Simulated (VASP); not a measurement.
Energy against volume of Cu2O (cuprite). Calculation: r2SCAN meta-GGA, VASP's PBE PAW potentials (set 64) (plane waves; VASP). Numerical set-up: 520 eV cut-off, 5×5×5 Γ-centred mesh, Gaussian smearing of 0.050 eV, potentials Cu O.

```tsv
V (Å³/atom)	E (eV/atom)
12.104	-9.67967
12.490	-9.69577
12.876	-9.70111
13.262	-9.69723
```

Q: Fit these four points and predict the energy of the run at 13.649 Å³/atom.

A: A cubic in V^(−2/3), the third-order Birch-Murnaghan form, passes through the four points with V0 = 12.90 Å³/atom and B0 = 127 GPa, and gives -9.6854 eV/atom there. The run gave -9.6854 eV/atom, -0.0 meV/atom from the fit; all five points give B0 = 126 GPa.

The compound is Cu2O in the cuprite structure. It was relaxed first.
